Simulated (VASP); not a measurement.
# Lattice of YAlBMo across functionals and dispersion corrections, part 3 of 4

Aim: relax YAlBMo with several functionals and dispersion schemes, and compare the cells. The cell is invented: it takes the structure of a Materials Project entry for YB2Mo (space group 38 there), with some of its atoms replaced by other elements, volume scaled by an estimate. It may not be a known or stable phase. LASPH is on for some levels and off for others; the table marks which.

VASP 6.6.1, plane waves and PAW; the level of theory is named at each step.

Still holding for the runs below: This run has no spin polarisation. Its electron count is odd, so without a moment it is a metal by construction. The k-mesh is coarse for a metal.

So far. Step 3 (Second relaxation): It ends with a largest force of 0.038 eV/Å and a pressure of -0.08 GPa. Step 4 (Relaxation with PBE): It ends with a largest force of 0.006 eV/Å and a pressure of -0.04 GPa. The conventional cell has a = 3.127, b = 3.170 and c = 13.699 Å.

### 5. Relaxation with LDA

This step: LDA; plane waves and PAW (Mo_sv, Y_sv, Al, B); invented cell (VASP 6.6.1).

LDA, the lowest rung, knows the local density alone.

Contents of INCAR:

```
SYSTEM = YAlBMo
PREC = Accurate
ENCUT = 520
EDIFF = 1E-06
NELM = 100
ISMEAR = -1
SIGMA = 0.05
LREAL = .FALSE.
ALGO = Normal
GGA = CA
NBANDS = 21
LORBIT = 11
LWAVE = .FALSE.
LCHARG = .FALSE.
KPAR = 2
IBRION = 2
NSW = 60
ISIF = 3
EDIFFG = -0.01
```

Contents of POSCAR:

```
YAlBMo
1.0
    3.1396492491      0.0000000000      0.0000000000
    0.0000000000      1.5740369070      6.8384899503
    0.0000000000     -1.5740369070      6.8384899503
Mo Y Al B
1 1 1 1
Direct
    0.5000000000      0.8688044232      0.8688044232
    0.0000000000      0.2006907574      0.2006907574
    0.5000000000      0.5306142170      0.5306142170
    0.0000000000      0.3998906025      0.3998906025
```

Contents of KPOINTS:

```
Automatic mesh
0
Gamma
7 7 7
0 0 0
```

The projector-augmented-wave data sets are Mo_sv, Y_sv, Al and B (PBE family, release 64).

The run is started by

```console
$ mpirun -np 2 vasp_std
```

The log of the run:

```text
[banner, memory and clock lines left out]
running    2 mpi-ranks, on    1 nodes
 distrk:  each k-point on    1 cores,    2 groups
 distr:  one band on    1 cores,    1 groups

 POSCAR found type information on POSCAR MoY AlB
 POSCAR found :  4 types and       4 ions
|                                                                             |
|               ----> ADVICE to this user running VASP <----                  |
|                                                                             |
|     You enforced a specific xc type in the INCAR file but a different       |
|     [... a line on the potential file left out ...]
|     I HOPE YOU KNOW WHAT YOU ARE DOING!                                     |
|                                                                             |

 LDA part: xc-table for (Slater(with rela. corr.)+CA(PZ))
 , standard interpolation
 POSCAR, INCAR and KPOINTS ok, starting setup
 FFT: planning ... GRIDC
 FFT: planning ... GRID_SOFT
 FFT: planning ... GRID
 WAVECAR not read
 entering main loop
       N       E                     dE             d eps       ncg     rms          rms(c)
DAV:   1     0.209774785086E+03    0.20977E+03   -0.16609E+04  2712   0.140E+03
DAV:   2    -0.232635604366E+02   -0.23304E+03   -0.22516E+03  3069   0.369E+02
DAV:   3    -0.341286698588E+02   -0.10865E+02   -0.10491E+02  4784   0.617E+01
DAV:   4    -0.343608215399E+02   -0.23215E+00   -0.23140E+00  3251   0.768E+00
DAV:   5    -0.343680436046E+02   -0.72221E-02   -0.72207E-02  3845   0.116E+00    0.376E+01
DAV:   6    -0.315742946033E+02    0.27937E+01   -0.16232E+01  3022   0.217E+01    0.193E+01
DAV:   7    -0.317767986262E+02   -0.20250E+00   -0.51762E+00  3387   0.121E+01    0.170E+01
DAV:   8    -0.313264441956E+02    0.45035E+00   -0.34724E+00  3070   0.854E+00    0.436E+00
DAV:   9    -0.312556861201E+02    0.70758E-01   -0.29005E-01  3348   0.293E+00    0.104E+00
DAV:  10    -0.312562787459E+02   -0.59263E-03   -0.18085E-02  3236   0.797E-01    0.640E-01
DAV:  11    -0.312559302230E+02    0.34852E-03   -0.39677E-03  3126   0.476E-01    0.314E-01
DAV:  12    -0.312558938149E+02    0.36408E-04   -0.32711E-04  3129   0.115E-01    0.493E-02
DAV:  13    -0.312558798390E+02    0.13976E-04   -0.53079E-05  3275   0.518E-02    0.133E-02
DAV:  14    -0.312558794431E+02    0.39591E-06   -0.30564E-06  3066   0.108E-02
   1 F= -.31255879E+02 E0= -.31245720E+02  d E =-.312559E+02
 curvature:   0.00 expect dE= 0.000E+00 dE for cont linesearch  0.000E+00
 trial: gam= 0.00000 g(F)=  0.169E-01 g(S)=  0.229E+00 ort = 0.000E+00 (trialstep = 0.100E+01)
 search vector abs. value=  0.246E+00
 bond charge predicted
       N       E                     dE             d eps       ncg     rms          rms(c)
DAV:   1    -0.340751443117E+02   -0.28193E+01   -0.61360E+01  2791   0.697E+01    0.215E+01
DAV:   2    -0.323979229548E+02    0.16772E+01   -0.17793E+01  2912   0.294E+01    0.988E+00
DAV:   3    -0.314579550157E+02    0.93997E+00   -0.60657E+00  3533   0.130E+01    0.515E+00
DAV:   4    -0.312294906953E+02    0.22846E+00   -0.86143E-01  3555   0.577E+00    0.273E+00
DAV:   5    -0.312254763166E+02    0.40144E-02   -0.10706E-01  4715   0.190E+00    0.217E+00
DAV:   6    -0.312380854585E+02   -0.12609E-01   -0.39140E-02  4316   0.848E-01    0.548E-01
DAV:   7    -0.312403681578E+02   -0.22827E-02   -0.11879E-02  4381   0.665E-01    0.385E-01
DAV:   8    -0.312417565237E+02   -0.13884E-02   -0.31620E-03  4817   0.280E-01    0.128E-01
DAV:   9    -0.312417851498E+02   -0.28626E-04   -0.12206E-04  3121   0.749E-02    0.199E-02
DAV:  10    -0.312417868820E+02   -0.17322E-05   -0.17600E-05  3892   0.222E-02    0.630E-03
DAV:  11    -0.312417867437E+02    0.13832E-06   -0.14912E-06  1957   0.961E-03
   2 F= -.31241787E+02 E0= -.31232141E+02  d E =0.140927E-01
[... from here on, the cycles between the ionic steps are left out ...]
   3 F= -.31316923E+02 E0= -.31307137E+02  d E =-.610432E-01
   4 F= -.31316923E+02 E0= -.31307142E+02  d E =-.610431E-01
   5 F= -.31317930E+02 E0= -.31307894E+02  d E =-.100768E-02
   6 F= -.31318159E+02 E0= -.31307756E+02  d E =-.123653E-02
   7 F= -.31318180E+02 E0= -.31307857E+02  d E =-.125742E-02
   8 F= -.31318332E+02 E0= -.31307999E+02  d E =-.152504E-03
   9 F= -.31318342E+02 E0= -.31308006E+02  d E =-.162565E-03
  10 F= -.31318406E+02 E0= -.31308088E+02  d E =-.631384E-04
 trial-energy change:   -0.000063  1 .order   -0.000059   -0.000180    0.000061
 step:   0.8349(harm=  0.8349)  dis= 0.00126  next Energy=   -31.318410 (dE=-0.672E-04)
 bond charge predicted
       N       E                     dE             d eps       ncg     rms          rms(c)
DAV:   1    -0.313184707924E+02   -0.65350E-04   -0.27653E-03  2718   0.484E-01    0.848E-02
DAV:   2    -0.313184542082E+02    0.16584E-04   -0.52107E-04  3195   0.155E-01    0.512E-02
DAV:   3    -0.313184165302E+02    0.37678E-04   -0.16592E-04  3533   0.666E-02    0.194E-02
DAV:   4    -0.313184128201E+02    0.37101E-05   -0.16661E-05  3693   0.267E-02    0.998E-03
DAV:   5    -0.313184129305E+02   -0.11041E-06   -0.15975E-06  2108   0.742E-03
  11 F= -.31318413E+02 E0= -.31308092E+02  d E =-.704399E-04
 curvature:  -0.67 expect dE=-0.157E-04 dE for cont linesearch -0.312E-06
 trial: gam= 0.30282 g(F)=  0.591E-05 g(S)=  0.176E-04 ort =-0.110E-04 (trialstep = 0.106E+01)
 search vector abs. value=  0.404E-04
 reached required accuracy - stopping structural energy minimisation
```

Elapsed: 5.4 min, on 2 MPI ranks of AMD EPYC 9R45, shared host; peak memory 0.61 GiB; 11 min of CPU time.

OUTCAR, selected parts (step 5):

```text
   NELECT =      31.0000    total number of electrons

 E-fermi :   6.9630

 k-point     1 :       0.0000    0.0000    0.0000
  band No.  band energies     occupation
    ...
     12       4.1272      2.00000
     13       5.6282      2.00000
     14       6.5684      1.99925
     15       6.7848      1.94491
     16       6.8116      1.90775
     17       7.6590      0.00000
     18       8.1168      0.00000
     19       9.3327      0.00000
     20       9.3802      0.00000
     21      11.8453      0.00000

  Total        0.0158718      0.0334433     -0.0092492      0.0000000      0.0000000      0.0000000
  in kB        0.3928399      0.8277477     -0.2289241      0.0000000      0.0000000      0.0000000
  external PRESSURE =       0.3305545 kB  Pullay stress =       0.0000000 kB

 POSITION                                       TOTAL-FORCE (eV/Angst)
 -----------------------------------------------------------------------------------
      1.53984      0.00000     11.73518         0.000000      0.000000     -0.003954
      0.00000      0.00000      2.70892         0.000000      0.000000     -0.001973
      1.53984      0.00000      7.15106         0.000000      0.000000      0.009496
      0.00000      0.00000      5.37692         0.000000      0.000000     -0.003569
 -----------------------------------------------------------------------------------
    total drift:                                0.000000     -0.000000     -0.000211

  FREE ENERGIE OF THE ION-ELECTRON SYSTEM (eV)
  ---------------------------------------------------
  free  energy   TOTEN  =       -31.3184129305 eV

  energy  without entropy=      -31.2977716609  energy(sigma->0) =      -31.30809230

[... 8 parts as in an earlier step ...]

[... 10 further parts left out ...]
```

The PAW data sets were made with PBE, though LDA sets exist; this is a small mismatch.

Step by step:

| step | energy less that of the first step (eV) | largest force (eV/Å) | pressure (GPa) | volume (Å³) |
| --- | --- | --- | --- | --- |
| 1 | 0.0000 | 0.3563 | -5.95 | 67.59 |
| 2 | 0.0141 | 0.3665 | 7.91 | 61.64 |
| 3 | -0.0610 | 0.0855 | 0.03 | 64.68 |
| 4 | -0.0610 | 0.0795 | 0.16 | 64.62 |
| 5 | -0.0621 | 0.0478 | 0.12 | 64.66 |
| 6 | -0.0623 | 0.0398 | 0.07 | 64.71 |
| 7 | -0.0623 | 0.0345 | 0.07 | 64.70 |
| 8 | -0.0625 | 0.0195 | -0.10 | 64.78 |
| 9 | -0.0625 | 0.0179 | -0.14 | 64.81 |
| 10 | -0.0625 | 0.0090 | 0.07 | 64.71 |
| 11 | -0.0625 | 0.0095 | 0.03 | 64.73 |

| conventional cell, symmetrised | before | after | change |
| --- | --- | --- | --- |
| a (Å) | 3.140 | 3.080 | -1.9 % |
| b (Å) | 3.148 | 3.117 | -1.0 % |
| c (Å) | 13.677 | 13.486 | -1.4 % |
| volume (Å³/atom) | 16.90 | 16.18 | -4.2 % |

The atoms that moved most (Å, as changes of fractional coordinates times the final cell):

| atom | dx | dy | dz | length |
| --- | --- | --- | --- | --- |
| Mo1 | 0.000 | 0.000 | 0.018 | 0.018 |
| B4 | 0.000 | 0.000 | -0.016 | 0.016 |

Final coordinates:

```xyz
4
Lattice="3.0797 0.0000 0.0000 0.0000 1.5586 6.7430 0.0000 -1.5586 6.7430" Properties=species:S:1:pos:R:3 pbc="T T T"
Mo    1.5398    0.0000   11.7352
Y     0.0000    0.0000    2.7089
Al    1.5398    0.0000    7.1511
B     0.0000    0.0000    5.3769
```

Numbers from this step:

* free energy (TOTEN): -31.32 eV
* energy at zero smearing: -31.31 eV
* Fermi energy: 6.963 eV
* pressure: 0.03306 GPa
* SCF cycles over all ionic steps: 85

It ends at 16.18 Å³/atom, -4.2 % from the start, with 0.03 GPa left. The conventional cell has a = 3.080, b = 3.117 and c = 13.486 Å.

### 6. Relaxation with PBEsol

This step: PBEsol; plane waves and PAW (Mo_sv, Y_sv, Al, B); invented cell (VASP 6.6.1).

PBEsol restores the gradient expansion of exchange and is tuned for the cells of solids.

Edit INCAR of step 5 so:

```diff
@@ -9,3 +9,3 @@
 ALGO = Normal
-GGA = CA
+GGA = PS
 NBANDS = 21
```

POSCAR is that of step 5.

KPOINTS is that of step 5.

The run is started by

```console
$ mpirun -np 2 vasp_std
```

The log of the run:

```text
[banner, memory and clock lines left out]
running    2 mpi-ranks, on    1 nodes
[...]
[... a notice as in an earlier step ...]

 LDA part: xc-table for (Slater+PW92), standard interpolation
 POSCAR, INCAR and KPOINTS ok, starting setup
[...]
entering main loop
       N       E                     dE             d eps       ncg     rms          rms(c)
DAV:   1     0.210962228605E+03    0.21096E+03   -0.16620E+04  2712   0.140E+03
DAV:   2    -0.222789136603E+02   -0.23324E+03   -0.22544E+03  3085   0.369E+02
DAV:   3    -0.329805829864E+02   -0.10702E+02   -0.10385E+02  4776   0.616E+01
DAV:   4    -0.332076053322E+02   -0.22702E+00   -0.22632E+00  3259   0.763E+00
[...]
DAV:  12    -0.302885421354E+02    0.37762E-04   -0.32704E-04  3197   0.110E-01    0.498E-02
DAV:  13    -0.302885291040E+02    0.13031E-04   -0.46740E-05  3260   0.490E-02    0.142E-02
DAV:  14    -0.302885288102E+02    0.29383E-06   -0.29891E-06  3038   0.107E-02
   1 F= -.30288529E+02 E0= -.30278417E+02  d E =-.302885E+02
[... from here on, the cycles between the ionic steps are left out ...]
   2 F= -.30288172E+02 E0= -.30278564E+02  d E =0.357007E-03
   3 F= -.30310334E+02 E0= -.30300527E+02  d E =-.218054E-01
   4 F= -.30310328E+02 E0= -.30300526E+02  d E =-.217994E-01
   5 F= -.30311858E+02 E0= -.30301876E+02  d E =-.153017E-02
   6 F= -.30312334E+02 E0= -.30302094E+02  d E =-.200571E-02
   7 F= -.30312532E+02 E0= -.30302316E+02  d E =-.197751E-03
   8 F= -.30312535E+02 E0= -.30302332E+02  d E =-.200742E-03
   9 F= -.30312547E+02 E0= -.30302339E+02  d E =-.213056E-03
  10 F= -.30312588E+02 E0= -.30302400E+02  d E =-.409028E-04
  11 F= -.30312608E+02 E0= -.30302416E+02  d E =-.613334E-04
  12 F= -.30312607E+02 E0= -.30302412E+02  d E =-.604701E-04
[...]
reached required accuracy - stopping structural energy minimisation
```

The job ended after 5.7 min (2 MPI ranks; peak memory 0.72 GiB).

From OUTCAR (step 6):

```text
  Total        0.0078378      0.0254260     -0.0270588      0.0000000      0.0000000      0.0000000
  in kB        0.1900329      0.6164739     -0.6560618      0.0000000      0.0000000      0.0000000
  external PRESSURE =       0.0501483 kB  Pullay stress =       0.0000000 kB

 POSITION                                       TOTAL-FORCE (eV/Angst)
 -----------------------------------------------------------------------------------
      1.54968      0.00000     11.83576         0.000000      0.000000      0.003250
      0.00000      0.00000      2.73410         0.000000      0.000000      0.003264
      1.54968      0.00000      7.21118         0.000000      0.000000      0.001318
      0.00000      0.00000      5.41774         0.000000      0.000000     -0.007831
 -----------------------------------------------------------------------------------
    total drift:                                0.000000     -0.000000      0.000418

  FREE ENERGIE OF THE ION-ELECTRON SYSTEM (eV)
  ---------------------------------------------------
  free  energy   TOTEN  =       -30.3126074281 eV

  energy  without entropy=      -30.2922168800  energy(sigma->0) =      -30.30241215

[... 2 parts as in an earlier step ...]

[... 2 further parts left out ...]
[key lines of the parts left out:]
E-fermi :   6.9113
```

The PAW data sets were made with PBE, which is usual practice but a small mismatch for other functionals.

Step by step:

| step | energy less that of the first step (eV) | largest force (eV/Å) | pressure (GPa) | volume (Å³) |
| --- | --- | --- | --- | --- |
| 1 | 0.0000 | 0.3152 | -3.35 | 67.59 |
| 2 | 0.0004 | 0.1871 | 4.15 | 64.19 |
| 3 | -0.0218 | 0.1215 | 0.19 | 65.87 |
| 4 | -0.0218 | 0.1172 | 0.24 | 65.83 |
| 5 | -0.0233 | 0.0674 | 0.16 | 65.94 |
| 6 | -0.0238 | 0.0459 | 0.06 | 66.03 |
| 7 | -0.0240 | 0.0271 | -0.07 | 66.11 |
| 8 | -0.0240 | 0.0204 | -0.18 | 66.16 |
| 9 | -0.0240 | 0.0232 | -0.15 | 66.14 |
| 10 | -0.0241 | 0.0041 | 0.10 | 66.03 |
| 11 | -0.0241 | 0.0054 | 0.04 | 66.07 |
| 12 | -0.0241 | 0.0078 | 0.01 | 66.08 |

| conventional cell, symmetrised | before | after | change |
| --- | --- | --- | --- |
| a (Å) | 3.140 | 3.099 | -1.3 % |
| b (Å) | 3.148 | 3.136 | -0.4 % |
| c (Å) | 13.677 | 13.599 | -0.6 % |
| volume (Å³/atom) | 16.90 | 16.52 | -2.2 % |

The atoms that moved most (Å, as changes of fractional coordinates times the final cell):

| atom | dx | dy | dz | length |
| --- | --- | --- | --- | --- |
| Mo1 | 0.000 | 0.000 | 0.021 | 0.021 |
| B4 | 0.000 | 0.000 | -0.021 | 0.021 |

The relaxed structure:

```xyz
4
Lattice="3.0994 0.0000 0.0000 0.0000 1.5678 6.7997 0.0000 -1.5678 6.7997" Properties=species:S:1:pos:R:3 pbc="T T T"
Mo    1.5497    0.0000   11.8358
Y     0.0000    0.0000    2.7341
Al    1.5497    0.0000    7.2112
B     0.0000    0.0000    5.4177
```

It ends at 16.52 Å³/atom, -2.2 % from the start, with 0.01 GPa left. The conventional cell has a = 3.099, b = 3.136 and c = 13.599 Å.

### 7. Relaxation with r2SCAN

This step: r2SCAN; plane waves and PAW (Mo_sv, Y_sv, Al, B); invented cell (VASP 6.6.1).

r2SCAN adds the kinetic-energy density, costs more than a GGA and is run with LASPH.

Edit INCAR of step 6 so:

```diff
@@ -9,3 +9,4 @@
 ALGO = Normal
-GGA = PS
+METAGGA = R2SCAN
+LASPH = .TRUE.
 NBANDS = 21
```

POSCAR is that of step 6.

KPOINTS is that of step 6.

The run is started by

```console
$ mpirun -np 2 vasp_std
```

The log of the run:

```text
[banner, memory and clock lines left out]
running    2 mpi-ranks, on    1 nodes
[...]
[... a notice as in an earlier step ...]

 LDA part: xc-table for (None), standard interpolation
 POSCAR, INCAR and KPOINTS ok, starting setup
[...]
entering main loop
       N       E                     dE             d eps       ncg     rms          rms(c)
DAV:   1     0.180726350919E+03    0.18073E+03   -0.17150E+04  2712   0.144E+03
DAV:   2    -0.608315929710E+02   -0.24156E+03   -0.23331E+03  3066   0.382E+02
DAV:   3    -0.729290235354E+02   -0.12097E+02   -0.11640E+02  4947   0.645E+01
DAV:   4    -0.732428214109E+02   -0.31380E+00   -0.31194E+00  3289   0.879E+00
[...]
DAV:  13    -0.610221107893E+02   -0.15421E-04   -0.45267E-05  3144   0.566E-02    0.122E-02
DAV:  14    -0.610221126754E+02   -0.18861E-05   -0.29972E-06  2777   0.134E-02    0.465E-03
DAV:  15    -0.610221131932E+02   -0.51780E-06   -0.83761E-07  1784   0.834E-03
   1 F= -.61022113E+02 E0= -.61012979E+02  d E =-.610221E+02
[... from here on, the cycles between the ionic steps are left out ...]
   2 F= -.61031485E+02 E0= -.61022324E+02  d E =-.937208E-02
   3 F= -.61031703E+02 E0= -.61022511E+02  d E =-.958950E-02
   4 F= -.61032466E+02 E0= -.61023024E+02  d E =-.763048E-03
   5 F= -.61033027E+02 E0= -.61023700E+02  d E =-.132460E-02
   6 F= -.61033191E+02 E0= -.61023799E+02  d E =-.163294E-03
   7 F= -.61033220E+02 E0= -.61023774E+02  d E =-.192653E-03
   8 F= -.61033288E+02 E0= -.61023805E+02  d E =-.685436E-04
 trial-energy change:   -0.000069  1 .order   -0.000070   -0.000104   -0.000037
 step:   1.7249(harm=  1.7249)  dis= 0.00245  next Energy=   -61.033301 (dE=-0.808E-04)
 reached required accuracy - stopping structural energy minimisation
```

Wall time 18 min (2 MPI ranks); peak memory 0.73 GiB; 35 min of CPU time.

From OUTCAR (step 7):

```text
  Total        0.0274366      0.0113941     -0.0296531      0.0000000      0.0000000      0.0000000
  in kB        0.6498680      0.2698834     -0.7023675      0.0000000      0.0000000      0.0000000
  external PRESSURE =       0.0724613 kB  Pullay stress =       0.0000000 kB

 POSITION                                       TOTAL-FORCE (eV/Angst)
 -----------------------------------------------------------------------------------
      1.56306      0.00000     11.91803         0.000000      0.000000      0.000347
      0.00000      0.00000      2.73841         0.000000      0.000000      0.001966
      1.56306      0.00000      7.24403         0.000000      0.000000      0.003928
      0.00000      0.00000      5.45817         0.000000      0.000000     -0.006241
 -----------------------------------------------------------------------------------
    total drift:                                0.000000      0.000000      0.000607

  FREE ENERGIE OF THE ION-ELECTRON SYSTEM (eV)
  ---------------------------------------------------
  free  energy   TOTEN  =       -61.0332884920 eV

  energy  without entropy=      -61.0143212023  energy(sigma->0) =      -61.02380485

[... 2 parts as in an earlier step ...]

[... 2 further parts left out ...]
[key lines of the parts left out:]
E-fermi :   6.8688
```

Relaxation path:

| step | energy less that of the first step (eV) | largest force (eV/Å) | pressure (GPa) | volume (Å³) |
| --- | --- | --- | --- | --- |
| 1 | 0.0000 | 0.4404 | -0.28 | 67.59 |
| 2 | -0.0094 | 0.1145 | 0.59 | 67.30 |
| 3 | -0.0096 | 0.0716 | 0.74 | 67.26 |
| 4 | -0.0104 | 0.0451 | -0.62 | 67.96 |
| 5 | -0.0109 | 0.0379 | -0.07 | 67.68 |
| 6 | -0.0111 | 0.0250 | -0.03 | 67.66 |
| 7 | -0.0111 | 0.0219 | 0.02 | 67.63 |
| 8 | -0.0112 | 0.0062 | 0.01 | 67.64 |

| conventional cell, symmetrised | before | after | change |
| --- | --- | --- | --- |
| a (Å) | 3.140 | 3.126 | -0.4 % |
| b (Å) | 3.148 | 3.164 | +0.5 % |
| c (Å) | 13.677 | 13.679 | +0.0 % |
| volume (Å³/atom) | 16.90 | 16.91 | +0.1 % |

The atoms that moved most (Å, as changes of fractional coordinates times the final cell):

| atom | dx | dy | dz | length |
| --- | --- | --- | --- | --- |
| Mo1 | 0.000 | 0.000 | 0.033 | 0.033 |
| Al3 | 0.000 | 0.000 | -0.014 | 0.014 |
| B4 | 0.000 | 0.000 | -0.012 | 0.012 |
| Y2 | 0.000 | 0.000 | -0.007 | 0.007 |

The relaxed structure:

```xyz
4
Lattice="3.1261 0.0000 0.0000 0.0000 1.5818 6.8397 0.0000 -1.5818 6.8397" Properties=species:S:1:pos:R:3 pbc="T T T"
Mo    1.5631    0.0000   11.9180
Y     0.0000    0.0000    2.7384
Al    1.5631    0.0000    7.2440
B     0.0000    0.0000    5.4582
```

It ends at 16.91 Å³/atom, +0.1 % from the start, with 0.01 GPa left. The conventional cell has a = 3.126, b = 3.164 and c = 13.679 Å.

(Part 3 of 4 ends here.)

[Lines on the potential files, build, host, timing and source positions are cut from VASP's logs without a mark.]

[Logs are printed without paths, hosts, clocks, repeated set-up lines and the standing remarks that a program may print on its own settings, such as how far it seeks lower states.]

[Hosts, paths, dates, database ids (printed as entryN), source tags and the programs' standing remarks are cut or masked in the printed files.]

[A measured line is paired with the nearest computed mode of its activity, which favours agreement.]
